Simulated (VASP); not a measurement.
Input:

```xyz
4
Lattice="3.0460 0.0000 0.0000 0.0000 3.0460 0.0000 0.0000 0.0000 4.2921" Properties=species:S:1:pos:R:3 pbc="T T T"
Ti     1.5230     1.5230     2.1460
Ta     0.0000     0.0000     0.0000
N      0.0000     0.0000     2.1460
N      1.5230     1.5230     0.0000
```

Computed with PBEsol GGA with spin-orbit coupling, VASP's PBE PAW potentials (set 64) (plane waves; VASP). Settings: 520 eV cut-off, 9×9×7 Γ-centred mesh, Gaussian smearing of 0.050 eV, potentials Ti_sv Ta_pv N.

### Question
Estimate the energy per atom (σ→0), band gap (over mesh and band path) with the smallest direct gap where there is one.

### Answer

band gap (over mesh and band path): none (metal, semimetal or under 0.01 eV)
energy per atom (σ→0): -11.196 eV/atom

Only differences to runs with the same potentials and settings are physical.

The structure comes from a computed database's TaTiN2 entry (P4/mmm); how it stands against other phases isn't given here. It was relaxed first.
